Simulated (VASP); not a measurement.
Input:

```
CELL_PARAMETERS angstrom
     -2.57988     2.57988     2.57988
      2.57988    -2.57988     2.57988
      2.57988     2.57988    -2.57988
ATOMIC_POSITIONS crystal
  K  0.00000 0.00000 0.00000
```

The numbers are results of PBE GGA with D3 dispersion (Becke-Johnson damping), VASP's PBE PAW potentials (set 64) (plane waves; VASP), not measurements. Numerical set-up: 520 eV cut-off, Gaussian smearing of 0.050 eV, potentials K_sv.

### Question
Estimate the band gap (along the path) with the smallest direct gap where there is one.

### Answer

```
Property                                                     Result
-------------------------  ----------------------------------------
band gap (along the path)  none (metal, semimetal or under 0.01 eV)
```

The compound is K in the bcc structure. It was relaxed first, which changed the volume by -7 %.
